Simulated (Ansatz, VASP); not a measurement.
# AlNi in two plane-wave programs, part 2 of 2

Aim: how closely do two programs agree when they are given the same cell, functional and k mesh? The cell is taken from a series of runs on this material, whose earlier steps may have relaxed, scaled, displaced or heated it; both programs get it as it stands.

VASP 6.6.1 and Ansatz 0.2.0.

So far: Set-up; VASP: zone-centre phonons, PBEsol.

## 3. Ansatz: zone-centre phonons, PBEsol

Level of this step: Ansatz beside VASP: Kohn-Sham DFT, plane waves, PBEsol (Ansatz).

Ansatz runs on its PAW soft_1 files.

The same cell, functional, mesh and smearing now go to Ansatz, which takes its cutoff from its data sets.

Input file input.yaml:

```yaml
crystal:
  lattice:
    - [2.895270957, 0.0, 0.0]
    - [0.0, 2.895270957, 0.0]
    - [0.0, 0.0, 2.7758869134]
  atoms:
    - { symbol: Al, position: [0.0, 0.0, 0.0] }
    - { symbol: Ni, position: [0.5, 0.5, 0.5] }
kpoints:
  mp_grid: { grid: [16, 16, 16] }
hamiltonian:
  xc: pbesol
  pseudopotentials: { kind: paw, azcp: { folder: soft_1 }, xc_functional: pbe }
scf:
  occupations: { method: methfessel_paxton, width: 0.2 }
output:
  eigenvalues: true
phonons:
  method: dfpt
```

Launch:

```
$ ansatz run input.yaml --threads 4 --pin off --max-ram 10240MiB --backend cpu --events-out ev --progress --plain --runs-dir out
```

Numbers of over 12 decimals in the logs are rounded to 6 here.

What it wrote:

```text
zone centre: on kpoints.mp_grid the ground state, and the responses unless they are solved on pairs of k-points, stand on 729 of the mesh's 4096 k-points, reduced under 8 symmetry operations, with k and −k counted as one. Each operation leaves every solved displacement unchanged or reverses it
Engine: ansatz 0.2.0, x86_64-unknown-linux-gnu
Pseudopotentials: kind: paw
Pseudopotential: Al, paw, valence charge 3, recommended cutoff 420 eV (normal), soft_1/Al.paw.azcp
Pseudopotential: Ni, paw, valence charge 18, recommended cutoff 420 eV (normal), soft_1/Ni.paw.azcp
Functional definition: PBEsol
  exchange = pbesol_x
  correlation = pbesol_c
Crystal: 2 atoms, lattice volume = 23.269 Å³
Basis set: ecut = 420 eV, 461 PW (Γ), exchange–correlation on 40×40×40 points (8 copies of the dense FFT grid, shifted against one another)
Bands: 15, of which v1, the nominal top of the filled ones, is band 11 counted from 1 (10 counted from 0)
Symmetry: 16 space group operations
k-points: 729 of 4096 (irreducible under 8 space group operations)
Non-local potential: Al, projectors of the file, l = 0: 2, l = 1: 2, l = 2: 1
Non-local potential: Ni, projectors of the file, l = 0: 3, l = 1: 2, l = 2: 3, l = 3: 1
PAW form: soft (Blöchl's): semilocal exchange-correlation on the pseudo side does not see the compensation charge
PAW frozen core: Al, regenerated for the run's functional, and the local potential with it (the file was generated under x = pbe(κ = 0.804, μ = 0.219515), c = pbe(β = 0.066725))
PAW frozen core: Ni, regenerated for the run's functional, and the local potential with it (the file was generated under x = pbe(κ = 0.804, μ = 0.219515), c = pbe(β = 0.066725))
PAW one-centre angular grid: Al, 110 points (default); XC on 64 Gauss nodes
PAW one-centre angular grid: Ni, 590 points (default); XC on 64 Gauss nodes
Initial density: superposition of atomic densities (chi_scale 0.1, normalization cell, long waves kept (reshape's long-wave potential 0.00 eV rms))
Initial wavefunctions: pseudopotential atomic-orbital guess
Functional: x = pbesol(κ = 0.804, μ = 0.123457), c = pbesol(β = 0.046)
SCF iter   1: F=—  HF=-6331.215957 eV  |F-HF|=—  |Δ(HF+E_count)|=         —  Δρ=7.52e-2  dr2=1.35e0  ethr=3.10e-3  ⟨swp⟩=4.0  Hψ=48459  notcnv=0
preconditioner: auto → none  [metal: Δε(μ)=0.033 eV  Ē_g=10.309 eV  σ=0.200 eV  W_gap=0.14  n_scr=6 (ndim 8)  ℏωp=27.8 eV  f_vac=0.000  D(μ)=0.71/eV (n_scr^D=6)  sad-step TF]
SCF iter   2: F=—  HF=-6331.069012 eV  |F-HF|=—  |Δ(HF+E_count)|=   1.47e-1  S|Δr|=    0.00e0  Δρ=5.67e-2  dr2=8.20e-1  ethr=3.10e-3  ⟨swp⟩=2.0  Hψ=19551  notcnv=0  defer=151
SCF iter   3: F=—  HF=-6330.881354 eV  |F-HF|=—  |Δ(HF+E_count)|=   1.88e-1  S|Δr|=    0.00e0  Δρ=2.08e-2  dr2=9.23e-2  ethr=3.10e-3  ⟨swp⟩=2.0  Hψ=13868  notcnv=0  defer=151
SCF iter   4: F=—  HF=-6330.865341 eV  |F-HF|=—  |Δ(HF+E_count)|=   1.60e-2  S|Δr|=    0.00e0  Δρ=5.34e-3  dr2=3.79e-3  ethr=4.40e-4  ⟨swp⟩=2.0  Hψ=18749  notcnv=0  defer=140
SCF iter   5: F=—  HF=-6330.865111 eV  |F-HF|=—  |Δ(HF+E_count)|=   2.30e-4  S|Δr|=    0.00e0  Δρ=4.90e-4  dr2=2.62e-5  ethr=1.80e-5  ⟨swp⟩=2.3  Hψ=14977  notcnv=0  defer=140
SCF iter   6: F=—  HF=-6330.865089 eV  |F-HF|=—  |Δ(HF+E_count)|=   2.24e-5  S|Δr|=    0.00e0  Δρ=9.48e-5  dr2=1.00e-6  ethr=1.25e-7  ⟨swp⟩=2.0  Hψ=18530  notcnv=0  defer=140
SCF iter   7: F=—  HF=-6330.865098 eV  |F-HF|=—  |Δ(HF+E_count)|=   9.31e-6  S|Δr|=    0.00e0  Δρ=1.37e-5  dr2=2.74e-8  ethr=4.78e-9  ⟨swp⟩=2.4  Hψ=16435  notcnv=0  defer=140
SCF iter   8: F=—  HF=-6330.865098 eV  |F-HF|=—  |Δ(HF+E_count)|=   5.14e-9  S|Δr|=    0.00e0  Δρ=1.77e-6  dr2=5.02e-10  ethr=1.30e-10  ⟨swp⟩=2.2  Hψ=15506  notcnv=0  defer=140
SCF iter   9: F=-6330.865098 eV  HF=-6330.865098 eV  |F-HF|=9.09e-13  |Δ(HF+E_count)|=  7.73e-11  S|Δr|=    0.00e0  Δρ=5.95e-8  dr2=6.06e-13  ethr=1.00e-12  ⟨swp⟩=4.9  Hψ=50969  notcnv=0
the search or the solves at the SCF's close seem to have found levels that the self-consistency loop had missed (the run counts 2). By its estimate they hold under 1e-12 electrons; where the run keeps them, the occupations were computed again with them
SCF 1 converged in 9 iterations: F = -6330.865098 eV  dr2 = 6.06e-13
  greatest PAW one-centre occupation: 1.001 electrons in one spin orbital (limit 2), on the Ni atom at site 1 (counted from 0), in its partial waves of l = 1
DFPT response loops at Γ: preconditioner auto → Kerker (q_TF=auto, 2.682 Å⁻¹) (partly filled bands, converged f_vac=0.000); β = 1.00, the filter's whole step (`scf.mixing.beta` (0.50) is not read by the response loops under this deck's `scf.mixing.preconditioner`; to damp them name `kerker` or `kerker_dos`, under which they read `scf.mixing.beta`, and type it under 1.00, their step now; both keys bind the ground state too); Broyden in place of MSR1
SCF converged after 9 iterations
Stability not checked: this state was not tested for a lower state beside it, because cold or Methfessel-Paxton smearing, or corrected tetrahedra, fill the levels in a way that the test cannot read (fill_not_monotonic; see scf.lower_state_search)
Free energy (F): -6330.865098 eV
Harris-Foulkes:  -6330.865098 eV  (|F-HF|=9.09e-13)
Internal energy: -6330.864785 eV  (E = F + TS)
E sigma→0 (E₀):  -6330.865020 eV
Entropy (-TS):   -0.000313 eV (-0.156 meV/atom)
Fermi energy:    14.210449 eV
--- Per-component energies (eV) ---
  E_band       = -331.646956
  E_kinetic    = 369.443917
  E_local      = -3710.585602  (includes V_loc(G=0)·N_el)
  E_nonlocal   = -105.494189
  E_hartree    = 1948.391939
  E_xc         = -151.893078
  E_vxc        = -177.757052  (∫ρ·V_xc dr)
  E_paw        = -2080.784113  (= ΣΔE_a)
  E_vpaw       = -604.038777  (= ΣTr[D̂ρ^β])
  E_aug_tail   = 0.000857  (compensation charges beyond the density's cutoff)
  E_ewald      = -2600.160944
  E_core_change = 0.216428  (= ΣΔE_core)
  E_smearing   = -0.000313  (= −TS)
  E_closure    = -0.000000  (closes the sum)
  Σ components = -6330.865098   (vs F -6330.865098, Δ=0.00e0)
--- Band table (eV; the first three rows and the last of 729) ---
  k-point 0: bands = [... 7 lower, 12.5379, 12.6681, 12.6681, 19.2870, 19.2870, 20.8483, 22.2396, 22.4974]
  k-point 1: bands = [... 7 lower, 12.5425, 12.6280, 12.6280, 19.3918, 19.3918, 19.8432, 22.2467, 23.3220]
  k-point 2: bands = [... 7 lower, 12.5182, 12.5182, 12.5554, 18.2995, 19.6965, 19.6965, 22.2678, 24.3452]
  k-point 728: bands = [... 7 lower, 13.1515, 13.2567, 16.1082, 16.1082, 16.1947, 18.1755, 18.5077, 18.9638]
--- Phonons (Γ-DFPT): 4 representative perturbations + reference, on 729 of 4096 k-points (Σ response iterations 13) ---
  k mesh reduced under 8 symmetry operations, with k and −k counted as one. Each operation leaves every solved displacement unchanged or reverses it
  ASR residual: 5.975e-5 → 0.000e0 eV/Å²; symmetrization residual: 1.209e-6 eV/Å²
  ASR residual per site (eV/Å²): 1.30e-5 5.98e-5
  Γ frequencies (cm⁻¹): 0.00 0.00 0.00 303.88 306.50 306.50
  non-analytic LO–TO correction: not included (Born effective charges unavailable; polar crystals: no LO–TO splitting at Γ)
```

The column dr2 measures how far the density is from self-consistency, as an energy; F and HF (Harris–Foulkes) agree once it is small.

## 4. Differences

Known differences besides the potentials themselves: the data sets hold 21 valence electrons in Ansatz (on its PAW soft_1 files) and 13 in VASP; the cutoff is 420 eV in Ansatz and 600 eV in VASP; Ansatz makes its cores anew for this functional, VASP keeps those of its PBE data sets. Total energies have different zeros and are not compared.

Compared:

```tsv
quantity	Ansatz	VASP	difference
optical mode 1 (cm⁻¹)	303.9	304.8	-0.30 %
optical mode 2 to 3 (cm⁻¹)	306.5	308.0	-0.49 %
```

Modes are paired by rising frequency, not by their patterns, so a pair may set unlike modes beside each other; they are those without the splitting of longitudinal modes.

## 5. What came out

- r.m.s. difference of the optical zone-centre modes, each program's sorted by frequency (zone-centre phonons, PBEsol): 1.3 cm⁻¹

**Reading.** The r.m.s. difference of the optical zone-centre modes, each program's sorted by frequency is 1.3 cm⁻¹ (zone-centre phonons, PBEsol). The data sets hold unlike numbers of valence electrons (21 in Ansatz and 13 in VASP), so part of the differences comes from the potentials. How closely two codes agree says nothing of how well the functional describes the real material.

[Lines on the potential files, build, host, timing and source positions are cut from VASP's logs without a mark.]

[Logs are printed without paths, hosts, clocks, repeated set-up lines and the standing remarks that a program may print on its own settings, such as how far it seeks lower states.]

[Hosts, paths, dates, database ids (printed as entryN), source tags and the programs' standing remarks are cut or masked in the printed files.]
